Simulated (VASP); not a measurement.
# MnS (Alabandite): the relaxed cell at several levels of theory, part 2 of 3

Aim: relax MnS (Alabandite) at several levels of theory and compare the cells. The starting structure is a measured crystal structure from the Crystallography Open Database. The first relaxation on each setting starts from this cell expanded by 3 % in volume.

VASP 6.6.1.

Results so far: PBEsol 15.88 Å³ an atom; LDA 14.74 Å³ an atom.

### 4. Relaxation with PBE

Level of this step: PBE, spin-polarised from an antiferromagnetic start; plane waves and PAW (Mn_pv, S) (VASP).

PBE, the usual starting point, adds the gradient of the density. This run starts from the cell of an earlier relaxation, which isn't shown; the restart sets up the plane waves anew.

Input file INCAR:

```
SYSTEM = MnS
PREC = Accurate
ENCUT = 450
EDIFF = 1E-06
NELM = 100
ISMEAR = 0
SIGMA = 0.03
LREAL = .FALSE.
ALGO = Normal
GGA = PE
NBANDS = 27
ISPIN = 2
MAGMOM = 4 -4 0 0
LASPH = .TRUE.
LMAXMIX = 4
LORBIT = 11
LWAVE = .FALSE.
LCHARG = .FALSE.
KPAR = 8
IBRION = 2
NSW = 50
ISIF = 3
EDIFFG = -0.006
```

Input file POSCAR:

```
MnS
1.0
    0.0000000000      2.5720754339      2.5720754339
    2.5720754339      0.0000000000      2.5720754339
    5.1106064799      5.1106064799      0.0335443880
Mn S
2 2
Direct
    0.0000000000      0.0000000000      0.0000000000
    0.0000000000      0.0000000000      0.5000000000
    0.5000000000      0.5000000000      0.2500000000
    0.5000000000      0.5000000000      0.7500000000
```

Input file KPOINTS:

```
Automatic mesh
0
Gamma
8 8 8
0 0 0
```

The projector-augmented-wave data sets are Mn_pv and S (PBE family, release 64).

Command:

```console
$ mpirun -np 8 vasp_std
```

The program printed:

```text
[banner, memory and clock lines left out]
running    8 mpi-ranks, on    1 nodes
[...]
[... a notice as in an earlier step ...]

 LDA part: xc-table for (Slater+PW92), standard interpolation
 POSCAR, INCAR and KPOINTS ok, starting setup
[...]
entering main loop
       N       E                     dE             d eps       ncg     rms          rms(c)
DAV:   1     0.356378455091E+03    0.35638E+03   -0.19555E+04  7636   0.139E+03
DAV:   2    -0.274269592542E+01   -0.35912E+03   -0.34659E+03  7115   0.402E+02
DAV:   3    -0.297781822310E+02   -0.27035E+02   -0.26547E+02  8043   0.114E+02
DAV:   4    -0.305676162153E+02   -0.78943E+00   -0.78641E+00  8238   0.191E+01
[...]
DAV:  13    -0.284375082226E+02   -0.25403E-04   -0.11728E-05  7591   0.222E-02    0.754E-02
DAV:  14    -0.284375299171E+02   -0.21695E-04   -0.22889E-05  7368   0.333E-02    0.179E-02
DAV:  15    -0.284375297742E+02    0.14291E-06   -0.33975E-06  7460   0.115E-02
   1 F= -.28437530E+02 E0= -.28437530E+02  d E =-.284375E+02  mag=     0.0000
[...]
N       E                     dE             d eps       ncg     rms          rms(c)
DAV:   1    -0.284389317351E+02   -0.14018E-02   -0.24508E-02  7455   0.182E+00    0.366E-01
DAV:   2    -0.284376153627E+02    0.13164E-02   -0.65152E-03  7503   0.102E+00    0.330E-01
DAV:   3    -0.284376007902E+02    0.14573E-04   -0.22888E-04  7473   0.154E-01    0.642E-02
DAV:   4    -0.284375575383E+02    0.43252E-04   -0.16424E-04  8249   0.824E-02    0.390E-02
DAV:   5    -0.284375520008E+02    0.55374E-05   -0.34659E-05  7666   0.557E-02    0.289E-02
DAV:   6    -0.284375516747E+02    0.32617E-06   -0.59428E-06  7512   0.171E-02
   2 F= -.28437552E+02 E0= -.28437552E+02  d E =-.219005E-04  mag=    -0.0000
 trial-energy change:   -0.000022  1 .order   -0.000035   -0.000074    0.000003
 step:   0.7816(harm=  0.9604)  dis= 0.00000  next Energy=   -28.437552 (dE=-0.224E-04)
 reached required accuracy - stopping structural energy minimisation
```

Wall time 67 s (8 MPI ranks of AMD EPYC 7R43, shared host); peak memory 2.5 GiB.

Parts of OUTCAR (step 4):

```text
  Total        0.0021035      0.0021035      0.0021035     -0.0022639      0.0022639      0.0022639
  in kB        0.0500871      0.0500871      0.0500871     -0.0539062      0.0539062      0.0539062
  external PRESSURE =       0.0500871 kB  Pullay stress =       0.0000000 kB

 POSITION                                       TOTAL-FORCE (eV/Angst)
 -----------------------------------------------------------------------------------
      0.00000      0.00000      0.00000        -0.000000      0.000000      0.000000
      5.12460      5.12460      5.15842        -0.000000      0.000000      0.000000
      2.56230      2.56230      2.57921         0.000000     -0.000000      0.000000
      5.11614      5.11614      2.59612         0.000000     -0.000000     -0.000000
 -----------------------------------------------------------------------------------
    total drift:                                0.000000      0.000000      0.000000

  FREE ENERGIE OF THE ION-ELECTRON SYSTEM (eV)
  ---------------------------------------------------
  free  energy   TOTEN  =       -28.4375516747 eV

  energy  without entropy=      -28.4375516747  energy(sigma->0) =      -28.43755167

 magnetization (x)
# of ion       s       p       d       tot
------------------------------------------
    1        0.018   0.015   4.108   4.141
    2       -0.018  -0.015  -4.108  -4.141
    3        0.000   0.000   0.000   0.000
    4        0.000   0.000   0.000   0.000
--------------------------------------------------
tot          0.000   0.000   0.000   0.000

[... 2 parts as in an earlier step ...]

[... 2 further parts left out ...]
[key lines of the parts left out:]
E-fermi :   7.0944
```

With PBE the relaxed cell holds 16.822 Å³ an atom, -5.58 % against the measured cell. That is +5.91 % from PBEsol.

### 5. Relaxation with PBEsol + D3(BJ)

D3 with Becke-Johnson damping keeps a finite attraction at short range. This run starts from the cell of an earlier relaxation, which isn't shown; the restart sets up the plane waves anew.

Changes to INCAR since step 4:

```diff
@@ -9,3 +9,4 @@
 ALGO = Normal
-GGA = PE
+GGA = PS
+IVDW = 12
 NBANDS = 27
```

Input file POSCAR:

```
MnS
1.0
    0.0000000000      2.5168775915      2.5168775915
    2.5168775915      0.0000000000      2.5168775915
    5.0014843436      5.0014843436      0.0322708394
Mn S
2 2
Direct
    0.0000000000      0.0000000000      0.0000000000
    0.0000000000      0.0000000000      0.5000000000
    0.5000000000      0.5000000000      0.2500000000
    0.5000000000      0.5000000000      0.7500000000
```

KPOINTS is that of step 4.

Command:

```console
$ mpirun -np 8 vasp_std
```

The program printed:

```text
[banner, memory and clock lines left out]
running    8 mpi-ranks, on    1 nodes
[...]
[... a notice as in an earlier step ...]

 [... a notice as in an earlier step ...]

 LDA part: xc-table for (Slater+PW92), standard interpolation
 POSCAR, INCAR and KPOINTS ok, starting setup
[...]
entering main loop
       N       E                     dE             d eps       ncg     rms          rms(c)
DAV:   1     0.363915333832E+03    0.36392E+03   -0.19521E+04  7428   0.141E+03
DAV:   2    -0.477267836559E+01   -0.36869E+03   -0.35589E+03  7104   0.411E+02
DAV:   3    -0.315880917456E+02   -0.26815E+02   -0.26245E+02  8080   0.115E+02
DAV:   4    -0.323564246746E+02   -0.76833E+00   -0.76521E+00  8161   0.192E+01
[...]
DAV:  13    -0.301133709103E+02   -0.49704E-05   -0.26625E-05  8520   0.328E-02    0.732E-02
DAV:  14    -0.301133805718E+02   -0.96614E-05   -0.13406E-05  7632   0.264E-02    0.166E-02
DAV:  15    -0.301133808712E+02   -0.29948E-06   -0.26532E-06  7162   0.114E-02
   1 F= -.31701802E+02 E0= -.31701802E+02  d E =-.317018E+02  mag=    -0.0000
[... from here on, the cycles between the ionic steps are left out ...]
   2 F= -.31694749E+02 E0= -.31694749E+02  d E =0.705314E-02  mag=     0.0000
   3 F= -.31701808E+02 E0= -.31701808E+02  d E =-.598421E-05  mag=     0.0000
   4 F= -.31701810E+02 E0= -.31701810E+02  d E =-.810094E-05  mag=     0.0000
[...]
reached required accuracy - stopping structural energy minimisation
```

Elapsed: 1.7 min, on 8 MPI ranks; peak memory 2.6 GiB; 14 min of CPU time.

Parts of OUTCAR (step 5):

```text
 Edisp (eV)   -1.58844

 Edisp (eV)   -1.58845

  Total      -0.02131    -0.02131    -0.02131    -0.01594     0.01594     0.01594
  in kB      -0.54061    -0.54061    -0.54061    -0.40443     0.40443     0.40443
  external pressure =       -0.54 kB  Pullay stress =        0.00 kB

 POSITION                                       TOTAL-FORCE (eV/Angst)
 -----------------------------------------------------------------------------------
      2.51680      2.51680      5.03359         0.000000      0.000000      0.000000
      2.50063      2.50063      0.01616        -0.000000      0.000000     -0.000000
      2.50871      2.50871      2.52488        -0.000000     -0.000000     -0.000000
      5.00934      5.00934      2.54104         0.000000      0.000000     -0.000000
 -----------------------------------------------------------------------------------
    total drift:                                0.000000      0.000000      0.000000

  FREE ENERGIE OF THE ION-ELECTRON SYSTEM (eV)
  ---------------------------------------------------
  free  energy   TOTEN  =       -31.7018100752 eV

  energy  without entropy=      -31.7018100752  energy(sigma->0) =      -31.70181008

 magnetization (x)
# of ion       s       p       d       tot
------------------------------------------
    1        0.013   0.015   3.994   4.023
    2       -0.013  -0.015  -3.994  -4.023
    3        0.000   0.000   0.000   0.000
    4        0.000   0.000   0.000   0.000
--------------------------------------------------
tot          0.000   0.000   0.000   0.000

[... 2 parts as in an earlier step ...]

[... 2 further parts left out ...]
[key lines of the parts left out:]
E-fermi :   7.8154
```

With PBEsol + D3(BJ) the relaxed cell holds 15.788 Å³ an atom, -11.38 % against the measured cell. That is -0.59 % from PBEsol.

### 6. Relaxation with r2SCAN

r2SCAN adds the kinetic-energy density, costs more than a GGA and is run with LASPH. This run starts from the cell of an earlier relaxation, which isn't shown; the restart sets up the plane waves anew.

Changes to INCAR since step 5:

```diff
@@ -9,4 +9,4 @@
 ALGO = Normal
-GGA = PS
-IVDW = 12
+METAGGA = R2SCAN
+LASPH = .TRUE.
 NBANDS = 27
@@ -14,3 +14,2 @@
 MAGMOM = 4 -4 0 0
-LASPH = .TRUE.
 LMAXMIX = 4
```

Input file POSCAR:

```
MnS
1.0
    0.0000000000      2.5838308153      2.5838308153
    2.5838308153      0.0000000000      2.5838308153
    5.1567776542      5.1567776542      0.0108839764
Mn S
2 2
Direct
    0.0000000000      0.0000000000      0.0000000000
    0.0000000000      0.0000000000      0.5000000000
    0.5000000000      0.5000000000      0.2500000000
    0.5000000000      0.5000000000      0.7500000000
```

KPOINTS is that of step 5.

Command:

```console
$ mpirun -np 8 vasp_std
```

The program printed:

```text
[banner, memory and clock lines left out]
running    8 mpi-ranks, on    1 nodes
[...]
[... a notice as in an earlier step ...]

 [... a notice as in an earlier step ...]

 LDA part: xc-table for (None), standard interpolation
 POSCAR, INCAR and KPOINTS ok, starting setup
[...]
entering main loop
       N       E                     dE             d eps       ncg     rms          rms(c)
DAV:   1     0.340895077058E+03    0.34090E+03   -0.20006E+04  7580   0.142E+03
DAV:   2    -0.300893202326E+02   -0.37098E+03   -0.35892E+03  7130   0.413E+02
DAV:   3    -0.576571976465E+02   -0.27568E+02   -0.27049E+02  8235   0.116E+02
DAV:   4    -0.584357464459E+02   -0.77855E+00   -0.77556E+00  8200   0.193E+01
[...]
DAV:  16    -0.499888954861E+02   -0.25623E-04   -0.33185E-06  7181   0.119E-02    0.198E-03
DAV:  17    -0.499888869782E+02    0.85079E-05   -0.20593E-07  4002   0.316E-03    0.117E-03
DAV:  18    -0.499888864653E+02    0.51293E-06   -0.26190E-08  3945   0.111E-03
   1 F= -.49988886E+02 E0= -.49988886E+02  d E =-.499889E+02  mag=     0.0000
[...]
N       E                     dE             d eps       ncg     rms          rms(c)
DAV:   1    -0.499895071829E+02   -0.62020E-03   -0.17409E-02  7443   0.127E+00    0.239E-01
DAV:   2    -0.499888062512E+02    0.70093E-03   -0.18930E-03  7512   0.587E-01    0.200E-01
DAV:   3    -0.499890639340E+02   -0.25768E-03   -0.11957E-04  7491   0.842E-02    0.614E-02
DAV:   4    -0.499890609221E+02    0.30119E-05   -0.35881E-05  8525   0.488E-02    0.342E-02
DAV:   5    -0.499890171733E+02    0.43749E-04   -0.20351E-05  8222   0.345E-02    0.164E-02
DAV:   6    -0.499890158099E+02    0.13634E-05   -0.25810E-06  6125   0.147E-02    0.101E-02
DAV:   7    -0.499890054408E+02    0.10369E-04   -0.11418E-06  3974   0.103E-02    0.324E-03
DAV:   8    -0.499890045299E+02    0.91092E-06   -0.18376E-07  3777   0.349E-03
   2 F= -.49989005E+02 E0= -.49989005E+02  d E =-.118065E-03  mag=    -0.0000
 trial-energy change:   -0.000118  1 .order   -0.000074   -0.000112   -0.000036
 step:   1.0976(harm=  1.4714)  dis= 0.00000  next Energy=   -49.989006 (dE=-0.120E-03)
 reached required accuracy - stopping structural energy minimisation
```

Elapsed: 10 min, on 8 MPI ranks; peak memory 2.6 GiB; 81 min of CPU time.

From OUTCAR (step 6):

```text
  Total        0.0088279      0.0088279      0.0088279     -0.0175829      0.0175829      0.0175829
  in kB        0.2058270      0.2058270      0.2058270     -0.4099517      0.4099517      0.4099517
  external PRESSURE =       0.2058270 kB  Pullay stress =       0.0000000 kB

 POSITION                                       TOTAL-FORCE (eV/Angst)
 -----------------------------------------------------------------------------------
      5.15300      5.15300      0.01520         0.000000     -0.000000     -0.000000
      2.57650      2.57650      0.00760         0.000000      0.000000      0.000000
      2.58030      2.58030      2.58790        -0.000000      0.000000      0.000000
      5.15680      5.15680      2.59550        -0.000000     -0.000000      0.000000
 -----------------------------------------------------------------------------------
    total drift:                                0.000000      0.000000      0.000000

  FREE ENERGIE OF THE ION-ELECTRON SYSTEM (eV)
  ---------------------------------------------------
  free  energy   TOTEN  =       -49.9890045299 eV

  energy  without entropy=      -49.9890045299  energy(sigma->0) =      -49.98900453

 magnetization (x)
# of ion       s       p       d       tot
------------------------------------------
    1        0.016   0.015   4.310   4.341
    2       -0.016  -0.015  -4.310  -4.341
    3        0.000   0.000   0.000   0.000
    4        0.000   0.000   0.000   0.000
--------------------------------------------------
tot          0.000   0.000  -0.000  -0.000

[... 2 parts as in an earlier step ...]

[... 2 further parts left out ...]
[key lines of the parts left out:]
E-fermi :   6.5545
```

With r2SCAN the relaxed cell holds 17.179 Å³ an atom, -3.58 % against the measured cell. That is +8.16 % from PBEsol.

### 7. Relaxation with PBEsol+U (Mn d 3.9 eV)

The U is chosen by hand, not computed for this crystal, and pushes the named shell towards whole occupations. This run starts from the cell of an earlier relaxation, which isn't shown; the restart sets up the plane waves anew.

Changes to INCAR since step 6:

```diff
@@ -9,4 +9,3 @@
 ALGO = Normal
-METAGGA = R2SCAN
-LASPH = .TRUE.
+GGA = PS
 NBANDS = 27
@@ -14,2 +13,9 @@
 MAGMOM = 4 -4 0 0
+LDAU = .TRUE.
+LDAUTYPE = 2
+LDAUL = 2 -1
+LDAUU = 3.9 0
+LDAUJ = 0 0
+LDAUPRINT = 1
+LASPH = .TRUE.
 LMAXMIX = 4
```

Input file POSCAR:

```
MnS
1.0
    0.0000000000      2.5952395861      2.5952395861
    2.5952395861      0.0000000000      2.5952395861
    5.1672975852      5.1672975852      0.0231815869
Mn S
2 2
Direct
    0.0000000000      0.0000000000      0.0000000000
    0.0000000000      0.0000000000      0.5000000000
    0.5000000000      0.5000000000      0.2500000000
    0.5000000000      0.5000000000      0.7500000000
```

KPOINTS is that of step 6.

Command:

```console
$ mpirun -np 8 vasp_std
```

The program printed:

```text
[... set-up lines as in an earlier step ...]
 entering main loop
       N       E                     dE             d eps       ncg     rms          rms(c)
DAV:   1     0.357762720045E+03    0.35776E+03   -0.19548E+04  7524   0.137E+03
DAV:   2     0.927171003410E+00   -0.35684E+03   -0.34510E+03  7127   0.399E+02
DAV:   3    -0.257415995601E+02   -0.26669E+02   -0.26189E+02  8367   0.112E+02
DAV:   4    -0.265002371786E+02   -0.75864E+00   -0.75613E+00  8181   0.185E+01
[...]
DAV:  14    -0.275646649215E+02   -0.29540E-05   -0.30938E-06  7748   0.129E-02    0.105E-02
DAV:  15    -0.275646659317E+02   -0.10102E-05   -0.35161E-06  6919   0.149E-02    0.289E-03
DAV:  16    -0.275646660928E+02   -0.16114E-06   -0.89246E-07  4050   0.536E-03
   1 F= -.27564666E+02 E0= -.27564666E+02  d E =-.275647E+02  mag=     0.0000
[...]
N       E                     dE             d eps       ncg     rms          rms(c)
DAV:   1    -0.275660596617E+02   -0.13937E-02   -0.27253E-02  8107   0.204E+00    0.376E-01
[...]
DAV:   4    -0.275646976139E+02    0.37381E-04   -0.65007E-05  7900   0.438E-02    0.464E-02
DAV:   5    -0.275646881191E+02    0.94947E-05   -0.19924E-05  7682   0.277E-02    0.252E-02
DAV:   6    -0.275646877463E+02    0.37286E-06   -0.25645E-06  6437   0.157E-02
   2 F= -.27564688E+02 E0= -.27564688E+02  d E =-.216535E-04  mag=     0.0000
 trial-energy change:   -0.000022  1 .order   -0.000012   -0.000086    0.000062
 step:   0.6687(harm=  0.5797)  dis= 0.00000  next Energy=   -27.564698 (dE=-0.316E-04)
[...]
N       E                     dE             d eps       ncg     rms          rms(c)
DAV:   1    -0.275648421364E+02   -0.15402E-03   -0.29078E-03  8092   0.666E-01    0.122E-01
DAV:   2    -0.275646948887E+02    0.14725E-03   -0.45893E-04  8098   0.304E-01    0.105E-01
DAV:   3    -0.275646993932E+02   -0.45046E-05   -0.28398E-05  7820   0.410E-02    0.280E-02
DAV:   4    -0.275646953260E+02    0.40673E-05   -0.68306E-06  7856   0.144E-02    0.157E-02
DAV:   5    -0.275646937458E+02    0.15802E-05   -0.22125E-06  6199   0.931E-03    0.764E-03
DAV:   6    -0.275646935249E+02    0.22083E-06   -0.28933E-07  3744   0.554E-03
   3 F= -.27564694E+02 E0= -.27564694E+02  d E =-.274321E-04  mag=    -0.0000
[...]
reached required accuracy - stopping structural energy minimisation
```

Run time: 2.8 min. Hardware: 8 MPI ranks; peak memory 2.7 GiB; 22 min of CPU time.

OUTCAR, selected parts (step 7):

```text
  Total       -0.0071642     -0.0071642     -0.0071642     -0.0027230      0.0027230      0.0027230
  in kB       -0.1654683     -0.1654683     -0.1654683     -0.0628905      0.0628905      0.0628905
  external PRESSURE =      -0.1654683 kB  Pullay stress =       0.0000000 kB

 POSITION                                       TOTAL-FORCE (eV/Angst)
 -----------------------------------------------------------------------------------
      0.00000      0.00000      0.00000         0.000000      0.000000     -0.000000
      2.58256      2.58256      0.01174        -0.000000      0.000000      0.000000
      2.58844      2.58844      2.60018         0.000000     -0.000000     -0.000000
      5.17100      5.17100      2.61192        -0.000000     -0.000000     -0.000000
 -----------------------------------------------------------------------------------
    total drift:                                0.000000      0.000000      0.000000

  FREE ENERGIE OF THE ION-ELECTRON SYSTEM (eV)
  ---------------------------------------------------
  free  energy   TOTEN  =       -27.5646935249 eV

  energy  without entropy=      -27.5646935249  energy(sigma->0) =      -27.56469352

 magnetization (x)
# of ion       s       p       d       tot
------------------------------------------
    1        0.023   0.021   4.438   4.482
    2       -0.023  -0.021  -4.438  -4.482
    3        0.000   0.000   0.000   0.000
    4        0.000   0.000   0.000   0.000
--------------------------------------------------
tot          0.000   0.000   0.000   0.000

[... 2 parts as in an earlier step ...]

[... 2 further parts left out ...]
[key lines of the parts left out:]
E-fermi :   6.2086
```

With PBEsol+U (Mn d 3.9 eV) the relaxed cell holds 17.342 Å³ an atom, -2.66 % against the measured cell. That is +9.19 % from PBEsol.

(Continued in part 3 of 3.)

[Lines on the potential files, build, host, timing and source positions are cut from VASP's logs without a mark.]

[Logs are printed without paths, hosts, clocks, repeated set-up lines and the standing remarks that a program may print on its own settings, such as how far it seeks lower states.]

[Hosts, paths, dates, database ids (printed as entryN), source tags and the programs' standing remarks are cut or masked in the printed files.]
